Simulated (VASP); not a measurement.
# What spin-orbit coupling changes in Rhodium, part 3 of 3

Aim: run bands, DOS and a relaxation of Rhodium twice, without and with spin-orbit coupling. All runs use PBE. Left out of this account: 1 further run (self-consistent run: a reference on another mesh). The start is a cell from a database of measured crystal structures.

VASP 6.6.1, plane waves and PAW; the level of theory is named at each step.

Still holding for the runs below: This run has no spin polarisation. Its electron count is odd, so without a moment it is a metal by construction.

So far. Step 5 (Total and projected DOS (PBE + SOC)): The DOS at the Fermi level goes from 1.29 to 1.27 states/eV/cell, a number that is sensitive to the mesh. The run took 3.2 times the core time, with 26 spinor bands against 18. Of the states within 0.3 eV of the Fermi level, the largest shares in the PAW spheres are Rh d 93 %. The rest lies in smaller channels or between the spheres. Step 6 (Relaxing cell and atoms (PBE)): It ends with forces that vanish by symmetry and a pressure of -0.04 GPa.

### 7. Full relaxation (PBE + SOC)

This step: PBE, spin-orbit coupling; plane waves and PAW (Rh_pv) (VASP 6.6.1).

The same relaxation with spinors and spin-orbit coupling.

File INCAR:

```
SYSTEM = Rh
PREC = Accurate
ENCUT = 400
EDIFF = 1E-06
NELM = 100
ISMEAR = -1
SIGMA = 0.05
LREAL = .FALSE.
ALGO = Normal
GGA = PE
LNONCOLLINEAR = .TRUE.
MAGMOM = 0 0 0
NBANDS = 26
GGA_COMPAT = .FALSE.
LASPH = .TRUE.
LSORBIT = .TRUE.
LMAXMIX = 4
LORBIT = 11
LWAVE = .FALSE.
LCHARG = .FALSE.
KPAR = 2
IBRION = 2
NSW = 60
ISIF = 3
EDIFFG = -0.01
```

File POSCAR:

```
Rh
1.0
    0.0000000000      1.9015500000      1.9015500000
    1.9015500000      0.0000000000      1.9015500000
    1.9015500000      1.9015500000      0.0000000000
Rh
1
Direct
    0.0000000000      0.0000000000      0.0000000000
```

File KPOINTS:

```
Automatic mesh
0
Gamma
15 15 15
0 0 0
```

PAW data sets: Rh_pv (PBE family, release 64).

Run with:

```sh
mpirun -np 2 vasp_ncl
```

Output:

```text
[... set-up lines as in an earlier step ...]
 entering main loop
       N       E                     dE             d eps       ncg     rms          rms(c)
[... 12 cycles as in an earlier step ...]
   1 F= -.74121505E+01 E0= -.74066871E+01  d E =-.741215E+01  mag=     0.0000     0.0000     0.0000
 curvature:   0.00 expect dE= 0.000E+00 dE for cont linesearch  0.000E+00
 trial: gam= 0.00000 g(F)=  0.903E-62 g(S)=  0.246E-01 ort = 0.000E+00 (trialstep = 0.100E+01)
 search vector abs. value=  0.246E-01
 bond charge predicted
       N       E                     dE             d eps       ncg     rms          rms(c)
DAV:   1    -0.851732613083E+01   -0.11052E+01   -0.14419E+01  6422   0.571E+01    0.735E+00
DAV:   2    -0.739278344756E+01    0.11245E+01   -0.24845E+00  6334   0.213E+01    0.240E+00
DAV:   3    -0.739284706058E+01   -0.63613E-04   -0.23672E-02  6606   0.155E+00    0.141E+00
DAV:   4    -0.739467915394E+01   -0.18321E-02   -0.15530E-03  6738   0.460E-01    0.905E-01
DAV:   5    -0.739598837391E+01   -0.13092E-02   -0.15982E-03  6742   0.449E-01    0.558E-02
DAV:   6    -0.739603987871E+01   -0.51505E-04   -0.50156E-05  7418   0.756E-02    0.379E-02
DAV:   7    -0.739603273981E+01    0.71389E-05   -0.48807E-06  6684   0.299E-02    0.349E-03
DAV:   8    -0.739603220703E+01    0.53278E-06   -0.63110E-08  4128   0.306E-03
   2 F= -.73960322E+01 E0= -.73900188E+01  d E =0.161183E-01  mag=     0.0000    -0.0000    -0.0000
 trial-energy change:    0.016118  1 .order    0.015045   -0.024637    0.054728
 step:   0.2936(harm=  0.3104)  dis= 0.00000  next Energy=    -7.415740 (dE=-0.359E-02)
 bond charge predicted
       N       E                     dE             d eps       ncg     rms          rms(c)
DAV:   1    -0.795654925232E+01   -0.56052E+00   -0.68555E+00  6460   0.383E+01    0.558E+00
DAV:   2    -0.741854773135E+01    0.53800E+00   -0.10923E+00  6320   0.147E+01    0.106E+00
DAV:   3    -0.741443695699E+01    0.41108E-02   -0.16001E-02  6776   0.145E+00    0.675E-01
DAV:   4    -0.741504992684E+01   -0.61297E-03   -0.81453E-04  6724   0.323E-01    0.436E-01
DAV:   5    -0.741570374555E+01   -0.65382E-03   -0.10023E-03  6626   0.354E-01    0.271E-02
DAV:   6    -0.741570005182E+01    0.36937E-05   -0.19653E-05  7400   0.519E-02    0.167E-02
DAV:   7    -0.741568418075E+01    0.15871E-04   -0.29123E-06  6536   0.238E-02    0.131E-03
DAV:   8    -0.741568451985E+01   -0.33910E-06   -0.47302E-08  3850   0.295E-03
   3 F= -.74156845E+01 E0= -.74100658E+01  d E =-.353406E-02  mag=     0.0000     0.0000    -0.0000
 curvature:  -0.16 expect dE=-0.310E-06 dE for cont linesearch -0.310E-06
 trial: gam= 0.00000 g(F)=  0.799E-62 g(S)=  0.200E-05 ort =-0.222E-03 (trialstep = 0.859E+00)
 search vector abs. value=  0.200E-05
 reached required accuracy - stopping structural energy minimisation
```

Elapsed: 94 s, on 2 MPI ranks of AMD EPYC 7R43, shared host; peak memory 0.28 GiB; 3.1 min of CPU time.

OUTCAR, selected parts (step 7):

```text
   NELECT =      15.0000    total number of electrons

 E-fermi :  11.5999

 k-point     1 :       0.0000    0.0000    0.0000
  band No.  band energies     occupation
    ...
     14       8.7392      1.00000
     15      10.6311      1.00000
     16      10.6311      1.00000
     17      10.6311      1.00000
     18      10.6311      1.00000
     19      27.5911      0.00000
     20      27.5911      0.00000
     21      32.1671      0.00000
     22      32.1671      0.00000
     23      32.8459      0.00000
    ...

  Total       -0.0037166     -0.0037166     -0.0037166      0.0000000      0.0000000     -0.0000000
  in kB       -0.4255149     -0.4255149     -0.4255149      0.0000000      0.0000000     -0.0000000
  external PRESSURE =      -0.4255149 kB  Pullay stress =       0.0000000 kB

 POSITION                                       TOTAL-FORCE (eV/Angst)
 -----------------------------------------------------------------------------------
      0.00000     -0.00000      0.00000        -0.000000      0.000000     -0.000000
 -----------------------------------------------------------------------------------
    total drift:                                0.000000      0.000000      0.000000

  FREE ENERGIE OF THE ION-ELECTRON SYSTEM (eV)
  ---------------------------------------------------
  free  energy   TOTEN  =        -7.4156845199 eV

  energy  without entropy=       -7.4044470524  energy(sigma->0) =       -7.41006579

 Spin-Orbit-Coupling matrix elements
 Ion:    1  E_soc:     -0.3101756

 magnetization (x)
# of ion       s       p       d       tot
------------------------------------------
    1        0.000   0.000  -0.000   0.000

 magnetization (y)
# of ion       s       p       d       tot
------------------------------------------
    1        0.000   0.000   0.000   0.000

[... 9 parts as in an earlier step ...]

[... 10 further parts left out ...]
```

CONTCAR:

```
Rh
   1.00000000000000
     0.0000000000000000    1.9126628917137807    1.9126628917137807
     1.9126628917137807   -0.0000000000000000    1.9126628917137807
     1.9126628917137807    1.9126628917137807   -0.0000000000000000
  Rh
     1
Direct
     0.0000000000000000    0.0000000000000000    0.0000000000000000
```

The steps of the relaxation:

```csv
step,energy less that of the first step (eV),largest force (eV/Å),pressure (GPa),volume (Å³)
1,0.0000,0.0000,4.81,13.75
2,0.0161,0.0000,-10.06,14.59
3,-0.0035,0.0000,-0.04,13.99
```

```
conventional cell, symmetrised  before  after  change
                         a (Å)   3.803  3.825  +0.6 %
                         b (Å)   3.803  3.825  +0.6 %
                         c (Å)   3.803  3.825  +0.6 %
              volume (Å³/atom)   13.75  13.99  +1.8 %
```

The relaxed structure:

```xyz
1
Lattice="0.0000 1.9127 1.9127 1.9127 0.0000 1.9127 1.9127 1.9127 0.0000" Properties=species:S:1:pos:R:3 pbc="T T T"
Rh    0.0000    0.0000    0.0000
```

Numbers from this step:

```yaml
bands: 26
free_energy_toten: -7.416 eV
energy_at_zero_smearing: -7.410 eV
fermi_energy: 11.60 eV
pressure: -0.04255 GPa
scf_cycles_over_all_ionic_steps: 28
```

On-site spin-orbit energy by atom:

| atom | on-site spin-orbit energy (eV) |
| --- | --- |
| Rh1 | -0.310 |

The cell ends at 13.99 Å³/atom, +0.1 % from the run without the coupling. The run took 4.3 times the core time, with 26 spinor bands against 13.

The cell grew by 1.8 % in volume.

### 8. The runs together

| quantity | without | with spin-orbit coupling |
| --- | --- | --- |
| gap (eV) | none | none |
| core minutes, bands | 0.8 | 2.3 |
| DOS at the Fermi level (states/eV/cell) | 1.29 | 1.27 |
| core minutes, DOS | 0.41 | 1.3 |
| relaxed volume (Å³/atom) | 13.98 | 13.99 |
| core minutes, relaxation | 0.73 | 3.1 |

### 9. Results

* gap (eV), without → with: none → none
* DOS at the Fermi level (states/eV/cell), without → with: 1.29 → 1.27
* relaxed volume (Å³/atom), without → with: 13.98 → 13.99

What this shows: Rhodium has no gap with or without spin-orbit coupling. The relaxed volume moves by +0.1 %. The spinor runs cost 2.9 to 4.3 times as much, on a shared host.

[Lines on the potential files, build, host, timing and source positions are cut from VASP's logs without a mark.]

[Logs are printed without paths, hosts, clocks, repeated set-up lines and the standing remarks that a program may print on its own settings, such as how far it seeks lower states.]

[Hosts, paths, dates, database ids (printed as entryN), source tags and the programs' standing remarks are cut or masked in the printed files.]

[A measured line is paired with the nearest computed mode of its activity, which favours agreement.]
